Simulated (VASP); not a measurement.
Method: PBEsol GGA, VASP's PBE PAW potentials (set 64) (plane waves; VASP).

VASP input:

INCAR:
```
SYSTEM = CaB2
PREC = Accurate
ENCUT = 600
EDIFF = 1E-7
NELM = 100
ALGO = Normal
LREAL = .FALSE.
LASPH = .TRUE.
ISMEAR = 1
SIGMA = 0.1
GGA = PS
LWAVE = .FALSE.
LCHARG = .FALSE.
ISIF = 2
```

**KPOINTS**
```
Automatic
0
gamma
 8 8 8
0 0 0
```

**POSCAR**
```
CaB2
5.8189070
  0.0000000000   0.4999999797   0.4999999797
  0.4999999797   0.0000000000   0.4999999797
  0.4999999797   0.4999999797   0.0000000000
Ca B
1 2
direct
  0.0128890190  -0.0128890190   0.0128890190
  0.2500000000   0.2500000000   0.2500000000
  0.7500000000   0.7500000000   0.7500000000
```

POTCAR, in this order: Ca_sv B (PBE.64 set). Program: vasp_std.

The run wrote:

OUTCAR:
```
 ion  position               nearest neighbor table
   1  0.013  0.987  0.013-   2 2.48   3 2.48   3 2.48   2 2.48   3 2.56   2 2.56   3 2.56   2 2.56
  LATTYP: Found a face centered cubic cell.
 ALAT       =     5.8189067642
 Subroutine PRICEL returns:
 Original cell was already a primitive cell.
 Subroutine GETGRP returns: Found  8 space group operations
The static configuration has the point symmetry C_4v.
The dynamic configuration has the point symmetry C_4v.
 Subroutine INISYM returns: Found  8 space group operations
 Subroutine IBZKPT returns following result:
 Found     59 irreducible k-points:

 Following reciprocal coordinates:
            Coordinates               Weight
  0.000000  0.000000  0.000000      1.000000
  0.125000  0.000000  0.000000      8.000000
  0.250000  0.000000  0.000000      8.000000
  0.375000  0.000000  0.000000      8.000000
  0.500000  0.000000  0.000000      4.000000
  0.125000  0.125000  0.000000      4.000000
  0.125000  0.000000  0.125000      2.000000
  0.250000  0.125000  0.000000     16.000000
  0.125000  0.000000  0.250000      8.000000
  0.375000  0.125000  0.000000     16.000000
  0.125000  0.000000  0.375000      8.000000
  0.500000  0.125000  0.000000     16.000000
  0.125000  0.000000  0.500000      8.000000
 -0.375000  0.125000  0.000000     16.000000
  0.125000  0.000000 -0.375000      8.000000
 -0.250000  0.125000  0.000000     16.000000
  0.125000  0.000000 -0.250000      8.000000
 -0.125000  0.125000  0.000000      8.000000
  0.125000  0.000000 -0.125000      4.000000
  0.250000  0.250000  0.000000      4.000000
  0.250000  0.000000  0.250000      2.000000
  0.375000  0.250000  0.000000     16.000000
  0.250000  0.000000  0.375000      8.000000
  0.500000  0.250000  0.000000     16.000000
  0.250000  0.000000  0.500000      8.000000
 -0.375000  0.250000  0.000000     16.000000
  0.250000  0.000000 -0.375000      8.000000
 -0.250000  0.250000  0.000000      8.000000
  0.250000  0.000000 -0.250000      4.000000
  0.375000  0.375000  0.000000      4.000000
  0.375000  0.000000  0.375000      2.000000
  0.500000  0.375000  0.000000     16.000000
  0.375000  0.000000  0.500000      8.000000
 -0.375000  0.375000  0.000000      8.000000
  0.375000  0.000000 -0.375000      4.000000
  0.500000  0.500000  0.000000      2.000000
  0.500000  0.000000  0.500000      1.000000
  0.375000  0.250000  0.125000      8.000000
  0.125000  0.375000  0.250000      8.000000
  0.250000  0.125000  0.375000      8.000000
   k-points           NKPTS =     59   k-points in BZ     NKDIM =     59   number of bands    NBANDS=     12
   number of dos      NEDOS =    301   number of ions     NIONS =      3
   total plane-waves  NPLWV =  46656
   dimension x,y,z NGX =    36 NGY =   36 NGZ =   36
   dimension x,y,z NGXF=    72 NGYF=   72 NGZF=   72
   ions per type =               1   2
   PREC   = accura    normal or accurate (medium, high low for compatibility)
   ISTART =      0    job   : 0-new  1-cont  2-samecut
   ICHARG =      2    charge: 1-file 2-atom 10-const
   ISPIN  =      1    spin polarized calculation?
   LNONCOLLINEAR =      F non collinear calculations
   LSORBIT =      F    spin-orbit coupling
   INIWAV =      1    electr: 0-lowe 1-rand  2-diag
   ENCUT  =  600.0 eV  44.10 Ry    6.64 a.u.   8.22  8.22  8.22*2*pi/ulx,y,z
   NELM   =    100;   NELMIN=  2; NELMDL= -5     # of ELM steps
   EDIFF  = 0.1E-06   stopping-criterion for ELM
   LREAL  =      F    real-space projection
   NLSPLINE    = F    spline interpolate recip. space projectors
   LMAXMIX     =    2 max onsite mixed and CHGCAR
   VOSKOWN=      0    Vosko Wilk Nusair interpolation
...
```

**OSZICAR**
```
       N       E                     dE             d eps       ncg     rms          rms(c)
DAV:   1     0.983647350334E+02    0.98365E+02   -0.81917E+03  1416   0.138E+03
DAV:   2    -0.629675655845E+01   -0.10466E+03   -0.10153E+03  1540   0.301E+02
DAV:   3    -0.103402440875E+02   -0.40435E+01   -0.38632E+01  2156   0.529E+01
DAV:   4    -0.106277565754E+02   -0.28751E+00   -0.28485E+00  2220   0.119E+01
DAV:   5    -0.106323396038E+02   -0.45830E-02   -0.45813E-02  2000   0.130E+00    0.304E+00
DAV:   6    -0.105458414733E+02    0.86498E-01   -0.10436E-01  1744   0.342E+00    0.189E+00
DAV:   7    -0.105221348336E+02    0.23707E-01   -0.72961E-02  1736   0.292E+00    0.334E-01
DAV:   8    -0.105210015593E+02    0.11333E-02   -0.70088E-03  1732   0.108E+00    0.399E-02
DAV:   9    -0.105211023724E+02   -0.10081E-03   -0.68746E-04  2320   0.215E-01    0.432E-02
DAV:  10    -0.105211072428E+02   -0.48704E-05   -0.12158E-04  1724   0.142E-01    0.155E-02
DAV:  11    -0.105211040784E+02    0.31644E-05   -0.13088E-05  1724   0.484E-02    0.601E-03
DAV:  12    -0.105211041995E+02   -0.12104E-06   -0.11947E-06  2620   0.103E-02    0.461E-04
DAV:  13    -0.105211042096E+02   -0.10171E-07   -0.34670E-08   908   0.246E-03
   1 F= -.10521104E+02 E0= -.10521377E+02  d E =0.817525E-03
```

**OUTCAR**
```
------------------------ aborting loop because EDIFF is reached ----------------------------------------
  FORCE on cell =-STRESS in cart. coord.  units (eV):
  Direction    XX          YY          ZZ          XY          YZ          ZX
  --------------------------------------------------------------------------------------
  Total        0.1106601      0.0174456      0.1106601      0.0000000     -0.0000000      0.0000000
  in kB        3.5994607      0.5674550      3.5994607      0.0000000     -0.0000000      0.0000000
  external PRESSURE =       2.5887921 kB  Pullay stress =       0.0000000 kB
  volume of cell :       49.26
      direct lattice vectors                 reciprocal lattice vectors
     0.000000000  2.909453382  2.909453382    -0.171853587  0.171853587  0.171853587
     2.909453382  0.000000000  2.909453382     0.171853587 -0.171853587  0.171853587
     2.909453382  2.909453382  0.000000000     0.171853587  0.171853587 -0.171853587
 POSITION                                       TOTAL-FORCE (eV/Angst)
 -----------------------------------------------------------------------------------
      2.90945      0.07500      2.90945         0.000000     -0.764253      0.000000
      1.45473      1.45473      1.45473        -0.000000      0.382126     -0.000000
      4.36418      4.36418      4.36418         0.000000      0.382126      0.000000
 -----------------------------------------------------------------------------------
    total drift:                               -0.000000      0.000031     -0.000000
  FREE ENERGIE OF THE ION-ELECTRON SYSTEM (eV)
  ---------------------------------------------------
  free  energy   TOTEN  =       -10.5211042096 eV

  energy  without entropy=      -10.5219217342  energy(sigma->0) =      -10.52137672
```
(Selected blocks of OUTCAR.)

The structure was generated: CaB2 was put into the fluorite type (Fm-3m), which need not be its known phase. This cell was strained or had an atom moved on purpose.
